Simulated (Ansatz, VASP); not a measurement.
## One calculation of Tl3Ge2H, two programs

File INCAR:

```
SYSTEM = Tl3Ge2H
PREC = Accurate ; ENCUT = 520
EDIFF = 1E-7 ; ISMEAR = 0
SIGMA = 0.1 ; LREAL = .False.
LASPH = .True. ; NELM = 80
ALGO = Normal ; ISIF = 2
LWAVE = .False. ; LCHARG = .True.
GGA = PE ; LELF = .True.
LVHAR = .True. ; NBANDS = 43
```

KPOINTS

```
regular mesh
0
Gamma
  3 3 4
  0 0 0
```

POSCAR

```
Tl3Ge2H
1.0
    5.8989208400      0.0000000000      0.0000000000
   -2.9494604200      5.1086153100      0.0000000000
    0.0000000000      0.0000000000      4.8739052500
Tl Ge H
3 2 1
Direct
    0.5000000000      0.5000000000      0.5000000000
    0.5000000000      0.0000000000      0.5000000000
    0.0000000000      0.5000000000      0.5000000000
    0.6666666700      0.3333333300      0.0000000000
    0.3333333300      0.6666666700      0.0000000000
    0.0000000000      0.0000000000      0.0000000000
```

Input for Ansatz:

```yaml
crystal:
  lattice:
    - [5.89892084, 0.0, 0.0]
    - [-2.94946042, 5.10861531, 0.0]
    - [0.0, 0.0, 4.87390525]
  atoms:
    - { symbol: Tl, position: [0.5, 0.5, 0.5] }
    - { symbol: Tl, position: [0.5, 0.0, 0.5] }
    - { symbol: Tl, position: [0.0, 0.5, 0.5] }
    - { symbol: Ge, position: [0.66666667, 0.33333333, 0.0] }
    - { symbol: Ge, position: [0.33333333, 0.66666667, 0.0] }
    - { symbol: H, position: [0.0, 0.0, 0.0] }
basis:
  ecutwfc: 420
kpoints:
  mp_grid: { grid: [3, 3, 4] }
hamiltonian:
  xc: pbe
scf:
  occupations: { method: gaussian, width: 0.1 }
  lower_state_search: "off"
output:
  forces: true
  stress: true
  eigenvalues: true
```

Change from the starting cell: species swapped into the EuCu3Pd2 type (P6/mmm, No. 191).

Alike in both runs: task single point; functional PBE; k mesh 3 × 3 × 4; occupations gaussian, width 0.1 eV; no spin polarisation.

```csv
,VASP,Ansatz
version,VASP 6.6.1,Ansatz 0.2.0
potentials or method,"VASP PAW PBE potentials, release 64 (Tl_d, Ge_d, H)","scalar-relativistic, plane waves, PAW"
plane-wave cutoff (eV),520,420
valence electrons in the cell,68,68
```

|  | VASP | Ansatz | Ansatz less VASP |
| --- | --- | --- | --- |
| gap on the k mesh at the Fermi level (eV) | none | none | - |
| pressure (GPa) | 6.9 | 6.9 | +0.04 |
| largest component of the traceless stress (GPa) | 1.36 | 1.38 | +0.016 |

A gap of «none» marks a metal or a gap that the smearing closes.

Caveats: the k mesh is coarse (spacing up to 0.41 Å⁻¹), so the values aren't converged. Spin-orbit coupling is left out, which matters for the levels of Tl.
